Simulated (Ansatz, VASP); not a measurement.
# Two plane-wave programs on NaCaF3

INCAR

```
PREC = Accurate
ENCUT = 520
EDIFF = 1E-6
ISMEAR = 0
SIGMA = 0.01
LREAL = False
LASPH = True
NELM = 80
ALGO = Normal
ISIF = 2
LWAVE = False
LCHARG = True
GGA = PE
LELF = True
LVHAR = True
NBANDS = 27
```

The input KPOINTS:

```
Automatic mesh
0
Gamma
  6 6 6
```

The input POSCAR:

```
NaCaF3
1.0
    4.4740387186      0.0000000000      0.0000000000
    0.0000000000      4.4740387186      0.0000000000
    0.0000000000      0.0000000000      4.4740387186
Na Ca F
1 1 3
Direct
    0.0000000000      0.0000000000      0.0000000000
    0.5000000000      0.5000000000      0.5000000000
    0.5000000000      0.5000000000      0.0000000000
    0.5000000000      0.0000000000      0.5000000000
    0.0000000000      0.5000000000      0.5000000000
```

Input for Ansatz:

```yaml
crystal:
  lattice:
    - [4.4740387186, 0.0, 0.0]
    - [0.0, 4.4740387186, 0.0]
    - [0.0, 0.0, 4.4740387186]
  atoms:
    - { symbol: Na, position: [0.0, 0.0, 0.0] }
    - { symbol: Ca, position: [0.5, 0.5, 0.5] }
    - { symbol: F, position: [0.5, 0.5, 0.0] }
    - { symbol: F, position: [0.5, 0.0, 0.5] }
    - { symbol: F, position: [0.0, 0.5, 0.5] }
kpoints:
  mp_grid: { grid: [6, 6, 6] }
hamiltonian:
  xc: pbe
scf:
  occupations: { method: fixed }
  n_extra_bands: 5
output:
  forces: true
  stress: true
  eigenvalues: true
```

Alike in both runs: task single point; functional PBE; k mesh 6 × 6 × 6; no spin polarisation.

```csv
,VASP,Ansatz
version,VASP 6.6.1,Ansatz 0.2.0
potentials or method,"VASP PAW PBE potentials, release 64 (Na_pv, Ca_sv, F)","plane waves, PAW"
plane-wave cutoff (eV),520,420
occupations,"gaussian, width 0.01 eV",fixed
valence electrons in the cell,38,40
```

```tsv
	VASP	Ansatz	Ansatz less VASP
gap on the k mesh at the Fermi level (eV)	4.91	4.92	+0.014
pressure (GPa)	-1.2	-1.3	-0.12
```

The two sets of potentials don't hold the same shells in valence.

A k mesh can miss the band edges. A hybrid or GW would open this gap; PBE tends to underestimate it.
